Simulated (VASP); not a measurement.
Consider the following.

```xyz
5
Lattice="5.8090 0.0000 0.0000 0.0000 5.8090 0.0000 0.0000 0.0000 5.8090" Properties=species:S:1:pos:R:3 pbc="T T T"
Cs     0.0000     0.0000     0.0000
Pb     2.9045     2.9045     2.9045
Br     2.9045     0.0000     2.9045
Br     0.0000     2.9045     2.9045
Br     2.9045     2.9045     0.0000
```

The numbers are results of PBE GGA with D3 dispersion (Becke-Johnson damping), VASP's PBE PAW potentials (set 64) (plane waves; VASP), not measurements. Run with 520 eV cut-off, 4×4×4 Γ-centred mesh, Gaussian smearing of 0.050 eV, potentials Cs_sv Pb_d Br.

**Question.** Give the stress tensor in GPa (positive for a compressed cell).

**Answer.** 
```
1.50  0.00  0.00
0.00  1.50  0.00
0.00  0.00  1.50
```
The pressure is its mean diagonal, 1.50 GPa.

The compound is CsPbBr3 in the cubic perovskite structure, the ideal cubic form; the compound distorts at low or room temperature. This cell is one point of a volume scan, at 0.94 of the reference volume.
